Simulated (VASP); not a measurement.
Here is the system:

```xyz
4
Lattice="2.7500 -1.6400 0.0000 2.7500 1.6400 0.0000 -1.5360 0.0000 7.1200" Properties=species:S:1:pos:R:3 pbc="T T T"
F      0.1242     0.0000     0.7092
F      3.8398     0.0000     6.4109
F      1.8559     0.0000     4.2720
F      2.1081     0.0000     2.8480
```

Calculation: LDA (Ceperley-Alder, Perdew-Zunger), VASP's LDA PAW potentials (set 64) (plane waves; VASP). Run with 400 eV cut-off, 11×11×4 Γ-centred mesh, Fermi-Dirac smearing of 0.10 eV, potentials F.

### Question
Give the energies of bands 5 to 16 at the high-symmetry points, in eV from the valence-band maximum.

### Answer

```
band      Γ      C     Y2     M2      D      A     V2
----  -----  -----  -----  -----  -----  -----  -----
5     -6.72  -6.29  -6.41  -6.25  -6.24  -6.32  -6.26
6     -5.83  -6.16  -6.01  -6.21  -6.19  -6.27  -6.22
7     -3.23  -3.87  -4.14  -4.00  -3.85  -3.18  -3.99
8     -3.14  -3.77  -3.88  -3.96  -3.79  -3.12  -3.94
9     -3.06  -3.66  -3.49  -3.39  -3.66  -3.12  -3.30
10    -3.05  -3.58  -3.21  -3.33  -3.60  -3.07  -3.25
11    -0.25  -0.62  -0.79  -0.64  -0.64  -0.14  -0.67
12    -0.19  -0.61  -0.44  -0.64  -0.53  -0.14  -0.66
13    -0.07  -0.33  -0.41  -0.25  -0.40  -0.13  -0.23
14     0.00  -0.31  -0.05  -0.24  -0.27  -0.12  -0.23
15     2.06   2.65   2.48   2.69   2.69   2.54   2.70
16     3.13   2.79   2.92   2.75   2.76   2.61   2.76
```

The gap is direct, 2.06 eV, from the valence maximum at Γ to the conduction minimum at Γ.

The structure comes from a measured F2 entry of the Crystallography Open Database, whose conditions weren't checked. The cell was not relaxed at this level.
